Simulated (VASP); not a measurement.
Given:

```
Be3CdS4
1.0
    5.09967     0.00000     0.00000
    0.00000     5.09967     0.00000
    0.00000     0.00000     5.09967
Cd S Be
1 4 3
Cartesian
  5.09967   5.09967   5.09967
  1.39960   1.39960   1.39960
  3.70007   3.70007   1.39960
  3.70007   1.39960   3.70007
  1.39960   3.70007   3.70007
  2.54983   2.54983   5.09967
  2.54983   0.00000   2.54983
  5.09967   2.54983   2.54983
```

Computed with PBEsol GGA, VASP's PBE PAW potentials (set 64) (plane waves; VASP 6.6.1). Run with 400 eV cut-off, Gaussian smearing of 0.050 eV, potentials Cd S Be.

### Question
Give the energies of bands 12 to 25 at the high-symmetry points, in eV from the valence-band maximum.

### Answer

```csv
band,Γ,X,M,R
12,-4.73,-3.93,-4.27,-5.54
13,-2.71,-3.42,-3.99,-5.54
14,-2.71,-3.42,-3.22,-1.82
15,-2.71,-3.19,-2.89,-1.82
16,-2.60,-2.96,-2.89,-1.33
17,-2.60,-2.41,-2.56,-1.33
18,-2.60,-1.89,-2.06,-1.33
19,0.00,-1.89,-1.09,-0.28
20,0.00,-0.85,-0.60,-0.28
21,0.00,-0.85,-0.60,-0.28
22,3.08,3.76,4.96,3.85
23,3.08,4.48,4.96,4.37
24,3.08,5.45,5.05,4.37
25,3.51,5.47,5.48,4.37
```

The gap is direct, 3.08 eV, from the valence maximum at Γ to the conduction minimum at Γ.

The structure was generated: Be3CdS4 was put into an ordered model structure (P-43m), which need not be its known phase. It was relaxed first.
